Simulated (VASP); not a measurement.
Given:

```
HgZn3Te4
1.0
    0.00000     3.08599     3.08599
    3.08599     0.00000     3.08599
   12.36792    12.36792    -0.02396
Zn Te Hg
3 4 1
Direct
  0.98870   0.98870   0.00848
  0.99942   0.99942   0.25044
  0.00897   0.00897   0.49327
  0.24472   0.24472   0.06646
  0.25445   0.25445   0.30916
  0.26524   0.26524   0.55107
  0.23265   0.23265   0.82551
  0.00585   0.00585   0.74561
```

All values below come from PBEsol GGA, VASP's PBE PAW potentials (set 64) (plane waves; VASP). Settings: 400 eV cut-off, 7×7×2 Γ-centred mesh, tetrahedra with Blöchl corrections, potentials Zn Te Hg.

The cores are frozen, which limits the accuracy of field gradients.

Problem. Give the principal components of the electric field gradient (V/Å²) and the asymmetry η at each nucleus.

Solution. 
```csv
atom,Vxx,Vyy,Vzz,η
Zn1,0.8,0.8,-1.5,0.01
Zn2,2.3,2.3,-4.6,0.00
Zn3,1.6,1.6,-3.2,0.01
Te4,11.1,11.1,-22.2,0.00
Te5,11.2,11.2,-22.4,0.00
Te6,-32.8,-32.8,65.5,0.00
Te7,-19.3,-19.3,38.6,0.00
Hg8,10.5,10.5,-21.0,0.00
```

The structure was generated: HgZn3Te4 was put into an ordered model structure (R3m), which need not be its known phase. It was relaxed first.
